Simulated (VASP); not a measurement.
GW runs with VASP on MgTe (zinc blende), on PBE orbitals with a Kohn-Sham gap of 2.50 eV on the mesh.

MgTe has the cubic space group F-43m (No. 216), the zinc blende structure, Pearson symbol cF8. Conventional cell: a = 6.4200 Å, b = 6.4200 Å, c = 6.4200 Å, α = 90.00°, β = 90.00°, γ = 90.00°. Mg on 4a is coordinated by 4 Te at 2.780 Å (tetrahedral). Te on 4d is surrounded by 4 Mg at 2.780 Å (tetrahedral). (Neighbours: up to the widest gap in distance over summed covalent radii, below 1.35, at either atom; cation-cation and far metal-metal contacts left out.)
(The calculation used a cell of 2 atoms; values per cell refer to that cell.)

Settings: PREC = Normal, 500 eV cut-off, 4×4×4 Γ-centred mesh, Gaussian smearing of 0.010 eV, potentials Mg_sv_GW Te_GW.

The mesh is coarse and the basis finite, so the quasiparticle values are not converged. Unless said otherwise, spin-orbit coupling is left out, though it shifts the bands of the heavy elements here.

| run | level | NBANDS | ENCUTGW (eV) | QP gap (eV) | smallest direct QP gap (eV) |
|---|---|---|---|---|---|
| run 1 | G0W0@PBE, 1 step(s) | 64 | 150 | 3.78 | 3.83 |
| run 2 | G0W0@PBE, 1 step(s) | 160 | 200 | 3.90 | 3.90 |
| run 3 | evGW0@PBE, 4 step(s) | 160 | 200 | ? | ? |

Question: Complete the blanks.

Answer: 
- run 3, QP gap (eV): 4.15
- run 3, smallest direct QP gap (eV): 4.15

Left out are failed runs and those that VASP or the mesh makes unfit.

The compound is MgTe in the zinc blende structure, whereas wurtzite is the usual form. The cell was not relaxed at this level.
